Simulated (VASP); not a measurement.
Output of a VASP run:

File OSZICAR:
```
       N       E                     dE             d eps       ncg     rms          rms(c)
DAV:   1     0.299029635451E+03    0.29903E+03   -0.15428E+04   728   0.175E+03
DAV:   2     0.117600285779E+02   -0.28727E+03   -0.27930E+03   808   0.442E+02
DAV:   3    -0.148974687304E+02   -0.26657E+02   -0.26466E+02   836   0.150E+02
DAV:   4    -0.156803753271E+02   -0.78291E+00   -0.78169E+00   802   0.271E+01
DAV:   5    -0.157056635556E+02   -0.25288E-01   -0.25287E-01   796   0.476E+00    0.839E+00
DAV:   6    -0.135274542985E+02    0.21782E+01   -0.11418E+01   918   0.271E+01    0.288E+00
DAV:   7    -0.135374293984E+02   -0.99751E-02   -0.52424E-01   722   0.478E+00    0.168E+00
DAV:   8    -0.135516845759E+02   -0.14255E-01   -0.13360E-01   720   0.436E+00    0.525E-01
DAV:   9    -0.135494979971E+02    0.21866E-02   -0.25251E-02   792   0.117E+00    0.120E-01
DAV:  10    -0.135514024315E+02   -0.19044E-02   -0.30630E-03   720   0.647E-01    0.339E-02
DAV:  11    -0.135513715804E+02    0.30851E-04   -0.19416E-04   760   0.159E-01    0.193E-02
DAV:  12    -0.135513796347E+02   -0.80543E-05   -0.90218E-05   752   0.105E-01    0.115E-02
DAV:  13    -0.135513772719E+02    0.23627E-05   -0.28668E-05   744   0.603E-02    0.427E-03
DAV:  14    -0.135513772239E+02    0.48000E-07   -0.18840E-06   756   0.105E-02    0.102E-03
DAV:  15    -0.135513772508E+02   -0.26889E-07   -0.39174E-08   512   0.182E-03
   1 F= -.13551377E+02 E0= -.13551377E+02  d E =0.000000E+00
```

**OUTCAR**
```
------------------------ aborting loop because EDIFF is reached ----------------------------------------
  FORCE on cell =-STRESS in cart. coord.  units (eV):
  Direction    XX          YY          ZZ          XY          YZ          ZX
  --------------------------------------------------------------------------------------
  Total        0.0004241      0.0004241      0.0004241     -0.0000000      0.0000000      0.0000000
  in kB        0.0120240      0.0120240      0.0120240     -0.0000000      0.0000000      0.0000000
  external PRESSURE =       0.0120240 kB  Pullay stress =       0.0000000 kB
  volume of cell :       56.51
      direct lattice vectors                 reciprocal lattice vectors
     0.000000000  3.045705069  3.045705069    -0.164165600  0.164165600  0.164165600
     3.045705069  0.000000000  3.045705069     0.164165600 -0.164165600  0.164165600
     3.045705069  3.045705069  0.000000000     0.164165600  0.164165600 -0.164165600
 POSITION                                       TOTAL-FORCE (eV/Angst)
 -----------------------------------------------------------------------------------
      0.00000      0.00000      0.00000        -0.000000     -0.000000     -0.000000
      1.52285      1.52285      1.52285         0.000000      0.000000     -0.000000
      4.56856      4.56856      4.56856        -0.000000     -0.000000      0.000000
 -----------------------------------------------------------------------------------
    total drift:                                0.000000     -0.000000      0.000000
  FREE ENERGIE OF THE ION-ELECTRON SYSTEM (eV)
  ---------------------------------------------------
  free  energy   TOTEN  =       -13.5513772508 eV

  energy  without entropy=      -13.5513772508  energy(sigma->0) =      -13.55137725

 total charge

# of ion       s       p       d       tot
------------------------------------------
    1        1.561   0.254   9.861  11.676
    2        1.744   4.328   0.000   6.072
    3        1.744   4.328   0.000   6.072
--------------------------------------------------
tot          5.048   8.910   9.861  23.820

 Electric field gradients after diagonalization (V/A^2)
 (convention: |V_zz| > |V_xx| > |V_yy|)
----------------------------------------------------------------------
 ion       V_xx      V_yy      V_zz     asymmetry (V_yy - V_xx)/ V_zz
----------------------------------------------------------------------
   1       0.000     0.000    -0.000       0.000
   2      -0.007    -0.007     0.015       0.000
   3      -0.007    -0.007     0.015       0.000
```
(Selected blocks of OUTCAR.)

POSCAR:
```
PbF2
1
   -0.0000000000     3.0457050694     3.0457050694
    3.0457050694    -0.0000000000     3.0457050694
    3.0457050694     3.0457050694     0.0000000000
Pb F
1 2
Direct
  0.0000000000   0.0000000000   1.0000000000
  0.2500000000   0.2500000000   0.2500000000
  0.7500000000   0.7500000000   0.7500000000
```

Question: Reconstruct the remaining input files.

Answer: One answer among several that fit: the input of the run itself, RPBE GGA, plane waves, VASP's PBE PAW potentials (set 64).

**KPOINTS**
```
Automatic mesh
0
Gamma
7 7 7
0 0 0
```

INCAR:
```
ALGO=Normal
EDIFF=1E-7
ENCUT=520
GGA=RP
ISIF=2
ISMEAR=-5
LASPH=.TRUE.
LCHARG=.TRUE.
LEFG=.TRUE.
LMAXMIX=4
LORBIT=11
LREAL=.FALSE.
LWAVE=.FALSE.
NEDOS=601
NELM=100
PREC=Accurate
SYSTEM=PbF2
```

POTCAR, in this order: Pb_d F (PBE.64 set). Program: vasp_std.

The compound is PbF2 in the fluorite structure, the β form. It was relaxed first, which changed the volume by +8 %.
